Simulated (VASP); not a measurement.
```yaml
crystal:
  lattice:
    - [0.00000, 2.16579, 2.16579]
    - [2.16579, 0.00000, 2.16579]
    - [2.16579, 2.16579, 0.00000]
  atoms:
    - { symbol: Si, position: [0.00000, 0.00000, 0.00000] }
    - { symbol: C, position: [0.25000, 0.25000, 0.25000] }
```

These are LDA (Ceperley-Alder, Perdew-Zunger), VASP's LDA PAW potentials (set 64) (plane waves; VASP) values and carry that method's errors. Settings: 620 eV cut-off, 10×10×10 Γ-centred mesh, Gaussian smearing of 0.050 eV, potentials Si C.

Q: Estimate the energy per atom (σ→0), band gap (on the k-mesh) with the smallest direct gap where there is one.

A: 
- band gap (on the k-mesh) = 1.29 eV
- smallest direct gap (on the k-mesh) = 4.52 eV
- energy per atom (σ→0) = -8.323 eV/atom

Total energies compare only between runs with the same potentials, cut-off and functional.

The compound is SiC in the zinc blende structure. It was relaxed first.
